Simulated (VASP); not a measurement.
Given:

```
GaN
1.0
    0.00000     2.26000     2.26000
    2.26000     0.00000     2.26000
    2.26000     2.26000     0.00000
Ga N
1 1
Direct
  0.00000   0.00000   0.00000
  0.25000   0.25000   0.25000
```

The numbers are results of PBE GGA, VASP's PBE PAW potentials (set 64) (plane waves; VASP), not measurements. Settings: 400 eV cut-off, 13×13×13 Γ-centred mesh, Fermi-Dirac smearing of 0.010 eV, potentials Ga_d N.

**Question.** Predict the energy per atom (σ→0), band gap (on the k-mesh) with the smallest direct gap where there is one.

**Answer.** 
The band gap (on the k-mesh) is 1.66 eV and the smallest direct gap (on the k-mesh) is 1.66 eV. The energy per atom (σ→0) is -6.075 eV/atom.

The absolute energy has meaning only against runs of the same code, potentials and settings.

The structure is a typed GaN crystal (F-43m). The cell was not relaxed at this level.
